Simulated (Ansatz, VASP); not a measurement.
# Ta12Al14O51 (aluminium tantalate glass 54Al2O3-46Ta2O5) in two plane-wave programs, part 3 of 3

Wanted: the spread between two codes on one cell, functional and k mesh. The structure shown is the end of the Ansatz relaxation below.

VASP 6.6.1 and Ansatz 0.2.0.

So far. Step 6 (VASP: single point, PBE, pair 2): The run ends at a pressure of 0.32 GPa, with forces up to 0.30 eV/Å.

## (8) Ansatz: relaxation, LDA

Level of this step: Ansatz beside VASP: Kohn-Sham DFT, plane waves, LDA (Ansatz).

This run makes the geometry at which the two programs are then compared. The cell compared in this pair holds 926.73 Å³, against 996.91 Å³ for the pair before.

The structure compared here is the end of the Ansatz relaxation.

The input, input.yaml:

```yaml
crystal:
  lattice:
    - [9.89341, 0.0, 0.0]
    - [0.0, 10.13533, 0.0]
    - [0.0, 0.0, 9.94196]
  atoms:
    - { symbol: Al, position: [0.32885, 0.60791, 0.38293] }
    - { symbol: Al, position: [0.76501, 0.26096, 0.20669] }
    - { symbol: Al, position: [0.6784, 0.98109, 0.38414] }
    - { symbol: Al, position: [0.20438, 0.91435, 0.31614] }
    - { symbol: Al, position: [0.62371, 0.45483, 0.45258] }
    - { symbol: Al, position: [0.43952, 0.18627, 0.45536] }
    - { symbol: Al, position: [0.40519, 0.32836, 0.66775] }
    - { symbol: Al, position: [0.50333, 0.37694, 0.21774] }
    - { symbol: Al, position: [0.89933, 0.75465, 0.36243] }
    - { symbol: Al, position: [0.45309, 0.08366, 0.15577] }
    - { symbol: Al, position: [0.8334, 0.12527, 0.8751] }
    - { symbol: Al, position: [0.46275, 0.86823, 0.8834] }
    - { symbol: Al, position: [0.976, 0.44959, 0.38082] }
    - { symbol: Al, position: [0.22376, 0.06021, 0.01546] }
    - { symbol: Ta, position: [0.63964, 0.34542, 0.93157] }
    - { symbol: Ta, position: [0.80386, 0.56036, 0.66621] }
    - { symbol: Ta, position: [0.00458, 0.81925, 0.90574] }
    - { symbol: Ta, position: [0.03323, 0.33335, 0.01553] }
    - { symbol: Ta, position: [0.19787, 0.0186, 0.67388] }
    - { symbol: Ta, position: [0.77424, 0.86564, 0.6522] }
    - { symbol: Ta, position: [0.45587, 0.86415, 0.56488] }
    - { symbol: Ta, position: [0.7286, 0.90458, 0.10039] }
    - { symbol: Ta, position: [0.3479, 0.52135, 0.94771] }
    - { symbol: Ta, position: [0.94933, 0.15412, 0.43232] }
    - { symbol: Ta, position: [0.09435, 0.33006, 0.69151] }
    - { symbol: Ta, position: [0.11536, 0.64363, 0.19489] }
    - { symbol: O, position: [0.85074, 0.97144, 0.79531] }
    - { symbol: O, position: [0.86713, 0.7874, 0.03913] }
    - { symbol: O, position: [0.84619, 0.72269, 0.77571] }
    - { symbol: O, position: [0.32779, 0.17868, 0.59914] }
    - { symbol: O, position: [0.77108, 0.13043, 0.33051] }
    - { symbol: O, position: [0.0431, 0.13192, 0.62024] }
    - { symbol: O, position: [0.04444, 0.32557, 0.49792] }
    - { symbol: O, position: [0.78151, 0.85795, 0.2868] }
    - { symbol: O, position: [0.17094, 0.41102, 0.89335] }
    - { symbol: O, position: [0.16025, 0.53298, 0.36094] }
    - { symbol: O, position: [0.80365, 0.06465, 0.04214] }
    - { symbol: O, position: [0.45892, 0.37535, 0.83105] }
    - { symbol: O, position: [0.63779, 0.83127, 0.49359] }
    - { symbol: O, position: [0.386, 0.70022, 0.52474] }
    - { symbol: O, position: [0.67767, 0.19889, 0.82558] }
    - { symbol: O, position: [0.46463, 0.50172, 0.34854] }
    - { symbol: O, position: [0.07059, 0.05117, 0.35455] }
    - { symbol: O, position: [0.25589, 0.42112, 0.65215] }
    - { symbol: O, position: [0.03099, 0.4891, 0.10844] }
    - { symbol: O, position: [0.7352, 0.47262, 0.8273] }
    - { symbol: O, position: [0.98229, 0.47556, 0.70071] }
    - { symbol: O, position: [0.41924, 0.22565, 0.2831] }
    - { symbol: O, position: [0.27954, 0.53676, 0.11824] }
    - { symbol: O, position: [0.58185, 0.98112, 0.22168] }
    - { symbol: O, position: [0.93646, 0.29873, 0.28321] }
    - { symbol: O, position: [0.82581, 0.00549, 0.525] }
    - { symbol: O, position: [0.40585, 0.01957, 0.98097] }
    - { symbol: O, position: [0.59826, 0.83289, 0.99316] }
    - { symbol: O, position: [0.62818, 0.56812, 0.5965] }
    - { symbol: O, position: [0.82023, 0.4581, 0.49336] }
    - { symbol: O, position: [0.5906, 0.86222, 0.72949] }
    - { symbol: O, position: [0.92958, 0.59969, 0.29209] }
    - { symbol: O, position: [0.66888, 0.38403, 0.29066] }
    - { symbol: O, position: [0.28389, 0.01092, 0.19076] }
    - { symbol: O, position: [0.81856, 0.32432, 0.04095] }
    - { symbol: O, position: [0.87253, 0.7296, 0.53734] }
    - { symbol: O, position: [0.15014, 0.21225, 0.08397] }
    - { symbol: O, position: [0.52496, 0.03681, 0.47537] }
    - { symbol: O, position: [0.39051, 0.6888, 0.89121] }
    - { symbol: O, position: [0.52985, 0.32063, 0.53803] }
    - { symbol: O, position: [0.36067, 0.91314, 0.73334] }
    - { symbol: O, position: [0.28261, 0.7426, 0.27216] }
    - { symbol: O, position: [0.12014, 0.7033, 0.99589] }
    - { symbol: O, position: [0.05286, 0.81151, 0.28646] }
    - { symbol: O, position: [0.27364, 0.93972, 0.48934] }
    - { symbol: O, position: [0.09264, 0.8718, 0.73201] }
    - { symbol: O, position: [0.21199, 0.11977, 0.8289] }
    - { symbol: O, position: [0.5848, 0.23303, 0.09882] }
    - { symbol: O, position: [0.51089, 0.46497, 0.05233] }
    - { symbol: O, position: [0.96759, 0.24558, 0.84405] }
    - { symbol: O, position: [0.0743, 0.96482, 0.99044] }
kpoints:
  mp_grid: { grid: [1, 1, 1] }
hamiltonian:
  xc: lda
scf:
  occupations: { method: fixed }
output:
  forces: true
  stress: true
relax:
  f_tol: 0.04
  max_steps: 60
  cell: { stress_tol: 0.1, fix: [alpha, beta, gamma] }
```

Command:

```
$ ansatz run input.yaml --threads 8 --pin off --max-ram 15360MiB --backend cpu --events-out ev --progress --plain --runs-dir out
```

Numbers of over 12 decimals in the logs are rounded to 6 here.

What it wrote:

```text
[...]
Crystal: 77 atoms, lattice volume = 996.910 Å³
Basis set: ecut = 420 eV, 19497 PW (Γ)
Bands: 329, of which v1, the nominal top of the filled ones, is band 252 counted from 1 (251 counted from 0)
Symmetry: 1 space group operations
[...]
k-points: 1
[...]
SCF iter   1: F=—  HF=-151777.735517 eV  |F-HF|=—  |Δ(HF+E_count)|=         —  Δρ=1.74e-2  dr2=3.02e0  ethr=1.77e-3  ⟨swp⟩=5.0  Hψ=993  notcnv=0  defer=72
[...]
- { symbol: O, position: [0.850005, 0.719034, 0.783863] }
    - { symbol: O, position: [0.313467, 0.190968, 0.594740] }
    - { symbol: O, position: [0.768402, 0.135074, 0.338467] }
    - { symbol: O, position: [0.035190, 0.131611, 0.624541] }
    - { symbol: O, position: [0.049852, 0.323895, 0.495436] }
    - { symbol: O, position: [0.786165, 0.860499, 0.293886] }
[...]
- { symbol: O, position: [0.582913, 0.228633, 0.097868] }
    - { symbol: O, position: [0.500683, 0.463097, 0.051356] }
    - { symbol: O, position: [0.967931, 0.243094, 0.850993] }
    - { symbol: O, position: [0.088679, 0.955818, 0.983586] }
[key lines of the parts left out:]
P = ⅓ Tr σ = -0.0594 GPa (-0.594 kbar)
```

## (9) VASP: single point, LDA

The same cell, functional (in two slightly different forms) and mesh now go to VASP, with its own data sets.

The input, INCAR:

```
SYSTEM = Ta12Al14O51
PREC = Accurate
ENCUT = 600
EDIFF = 1E-06
NELM = 120
ISMEAR = 0
SIGMA = 0.01
LREAL = Auto
ALGO = Normal
GGA = PW92
NBANDS = 296
LASPH = .TRUE.
LORBIT = 11
LWAVE = .FALSE.
LCHARG = .FALSE.
ISIF = 2
GGA_COMPAT = .FALSE.
EFERMI = MIDGAP
NCORE = 2
```

The input, POSCAR:

```
Ta12Al14O51
1.0
    9.6457740000      0.0000000000      0.0000000000
    0.0000000000      9.8922980000      0.0000000000
    0.0000000000      0.0000000000      9.7122520000
Al Ta O
14 12 51
Direct
    0.3242500000      0.6072600000      0.3775700000
    0.7610000000      0.2543200000      0.2002900000
    0.6783700000      0.9818500000      0.3891200000
    0.2069300000      0.9146500000      0.3135100000
    0.6256300000      0.4536100000      0.4487100000
    0.4336500000      0.1865000000      0.4546400000
    0.4034900000      0.3420500000      0.6617200000
    0.4976100000      0.3781800000      0.2166000000
    0.9011900000      0.7520900000      0.3689500000
    0.4579800000      0.0849500000      0.1534100000
    0.8295800000      0.1278000000      0.8812600000
    0.4678800000      0.8689500000      0.8862800000
    0.9774900000      0.4481700000      0.3775300000
    0.2290300000      0.0640800000      0.0115300000
    0.6302700000      0.3476300000      0.9303400000
    0.8051200000      0.5566000000      0.6659000000
    0.0122200000      0.8098300000      0.8990900000
    0.0251500000      0.3300700000      0.0252800000
    0.1962600000      0.0190200000      0.6696100000
    0.7771700000      0.8643600000      0.6588100000
    0.4556900000      0.8610900000      0.5674400000
    0.7426000000      0.9048600000      0.1046500000
    0.3331000000      0.5280500000      0.9463400000
    0.9505400000      0.1563400000      0.4331900000
    0.1020200000      0.3235800000      0.6973300000
    0.1084600000      0.6467100000      0.1869900000
    0.8491800000      0.9666000000      0.8113800000
    0.8899700000      0.7830900000      0.0539800000
    0.8500100000      0.7190300000      0.7838600000
    0.3134700000      0.1909700000      0.5947400000
    0.7684000000      0.1350700000      0.3384700000
    0.0351900000      0.1316100000      0.6245400000
    0.0498500000      0.3239000000      0.4954400000
    0.7861600000      0.8605000000      0.2938900000
    0.1664900000      0.4058600000      0.8939600000
    0.1531300000      0.5346800000      0.3560500000
    0.8147200000      0.0748900000      0.0571900000
    0.4511000000      0.3841000000      0.8290700000
    0.6400100000      0.8289500000      0.4970300000
    0.3796800000      0.6983800000      0.5237500000
    0.6709400000      0.1954800000      0.8260200000
    0.4627000000      0.5005100000      0.3503900000
    0.0740100000      0.0511000000      0.3552500000
    0.2533900000      0.4368600000      0.6534700000
    0.0168200000      0.5006800000      0.0940200000
    0.7296300000      0.4754200000      0.8283000000
    0.9779900000      0.4649000000      0.7029400000
    0.4162900000      0.2252100000      0.2816900000
    0.2747500000      0.5310200000      0.1266500000
    0.5882300000      0.9805300000      0.2214400000
    0.9419000000      0.2980200000      0.2691600000
    0.8286500000      0.0043400000      0.5310100000
    0.4122700000      0.0226500000      0.9770600000
    0.6128300000      0.8362700000      0.9916900000
    0.6263100000      0.5671900000      0.5941000000
    0.8205600000      0.4519700000      0.4908100000
    0.5903900000      0.8610500000      0.7329200000
    0.9234800000      0.5988300000      0.2898600000
    0.6683300000      0.3837200000      0.2846800000
    0.2889100000      0.0102000000      0.1877900000
    0.8112300000      0.3275500000      0.0367100000
    0.8741000000      0.7238900000      0.5443100000
    0.1552900000      0.2124500000      0.0868300000
    0.5218100000      0.0361900000      0.4789000000
    0.3988100000      0.6935400000      0.8934400000
    0.5312300000      0.3184500000      0.5363100000
    0.3573500000      0.9150400000      0.7362600000
    0.2828200000      0.7443500000      0.2657600000
    0.1397200000      0.6872800000      0.9741800000
    0.0536100000      0.8117000000      0.2918300000
    0.2748600000      0.9429600000      0.4895700000
    0.0841900000      0.8696300000      0.7196000000
    0.2117300000      0.1306700000      0.8236600000
    0.5829100000      0.2286300000      0.0978700000
    0.5006800000      0.4631000000      0.0513600000
    0.9679300000      0.2430900000      0.8509900000
    0.0886800000      0.9558200000      0.9835900000
```

The input, KPOINTS:

```
Automatic mesh
0
Gamma
1 1 1
0 0 0
```

The projector-augmented-wave data sets are Al, Ta_pv and O (LDA family, release 64).

Command:

```
$ mpirun -np 8 vasp_gam
```

What it wrote:

```text
[banner, memory and clock lines left out]
running    8 mpi-ranks, on    1 nodes
[...]
|                                                                             |
|               ----> ADVICE to this user running VASP <----                  |
|                                                                             |
|     You enforced a specific xc type in the INCAR file but a different       |
|     [... a line on the potential file left out ...]
|     I HOPE YOU KNOW WHAT YOU ARE DOING!                                     |
|                                                                             |

 LDA part: xc-table for (Slater(with rela. corr.)+PW92), standard interpolation
 POSCAR, INCAR and KPOINTS ok, starting setup
[...]
entering main loop
       N       E                     dE             d eps       ncg     rms          rms(c)
DAV:   1     0.567225705448E+04    0.56723E+04   -0.32125E+05   600   0.189E+03
DAV:   2    -0.256288895706E+03   -0.59285E+04   -0.56309E+04   704   0.497E+02
DAV:   3    -0.837285812432E+03   -0.58100E+03   -0.57571E+03   672   0.159E+02
DAV:   4    -0.852671489656E+03   -0.15386E+02   -0.15300E+02   696   0.268E+01
[...]
DAV:  16    -0.721859217458E+03   -0.35650E-05   -0.32093E-05   720   0.192E-02    0.802E-03
DAV:  17    -0.721859218490E+03   -0.10320E-05   -0.11666E-05   704   0.924E-03    0.630E-03
DAV:  18    -0.721859218431E+03    0.58804E-07   -0.26149E-06   464   0.396E-03
   1 F= -.72185922E+03 E0= -.72185922E+03  d E =0.000000E+00
```

Parts of OUTCAR (step 9):

```text
  FREE ENERGIE OF THE ION-ELECTRON SYSTEM (eV)
  ---------------------------------------------------
  free  energy   TOTEN  =      -721.8592184308 eV

  energy  without entropy=     -721.8592184308  energy(sigma->0) =     -721.85921843
```

The run ends at a pressure of 0.83 GPa, with forces up to 0.31 eV/Å.

## (10) Side by side

What differs besides the data sets and the points named for the pairs above, as far as they apply: the data sets hold 504 valence electrons in Ansatz (on its default PAW (the set named soft_2) files) and 480 in VASP; VASP's log shows a relativistic correction to its local exchange, Ansatz's none. Total energies have different zeros and are not compared.

The two programs side by side:

| quantity | Ansatz | VASP | difference |
| --- | --- | --- | --- |
| pressure (GPa) | -0.06 | 0.83 | -0.89 |
| gap on the k mesh (eV) | 2.779 | 2.745 | +0.034 |

Forces on 7 of the 77 atoms, those with the largest forces and the largest differences (eV/Å; atoms numbered as in POSCAR):

| atom | Ansatz x, y, z | VASP x, y, z |
| --- | --- | --- |
| Ta17 | -0.025, 0.006, 0.015 | -0.168, -0.080, -0.141 |
| Ta23 | 0.007, -0.030, 0.030 | -0.032, -0.135, -0.146 |
| Ta24 | -0.001, -0.004, 0.003 | -0.183, 0.110, 0.122 |
| O43 | 0.002, -0.001, -0.007 | 0.211, -0.185, -0.137 |
| O49 | 0.009, -0.002, 0.003 | -0.011, -0.027, 0.201 |
| O63 | -0.005, -0.003, 0.002 | 0.153, -0.123, 0.085 |
| O65 | 0.014, 0.021, -0.007 | 0.083, 0.205, -0.055 |

The forces differ by 67 meV/Å r.m.s., where the r.m.s. force is 0.009 eV/Å in Ansatz and 0.068 eV/Å in VASP: the atoms lie near their places of rest in Ansatz, so a percentage would say little (all taken over all components). A gap on the mesh is an upper bound, since the band edges may lie between its points; neither run holds spin-orbit coupling, which can move the band edges of a compound of Ta.

## (11) Results

| Property | Result |
| --- | --- |
| r.m.s. force difference (single point, PBE, pair 1) | 64 meV/Å |
| r.m.s. force difference (single point, PBE, pair 2) | 64 meV/Å |
| r.m.s. force difference (single point, LDA) | 67 meV/Å |
| difference in pressure (single point, LDA) | -0.89 GPa |

In words: The r.m.s. force difference is 67 meV/Å (single point, LDA), beyond the 12 meV/Å picked in this series as the mark of a large difference. The data sets hold unlike numbers of valence electrons (504 in Ansatz and 480 in VASP), so part of the differences comes from the potentials. What causes the difference of the single point, PBE, pair 1 pair stays open here. What causes the difference of the single point, PBE, pair 2 pair stays open here. What causes the difference of the single point, LDA pair stays open here. 5 further runs of this series are not shown here. Such differences can come from data sets, numerical settings and the points named under the comparisons, not from the functional's error against experiment.

[Lines on the potential files, build, host, timing and source positions are cut from VASP's logs without a mark.]

[Logs are printed without paths, hosts, clocks, repeated set-up lines and the standing remarks that a program may print on its own settings, such as how far it seeks lower states.]

[Hosts, paths, dates, database ids (printed as entryN), source tags and the programs' standing remarks are cut or masked in the printed files.]
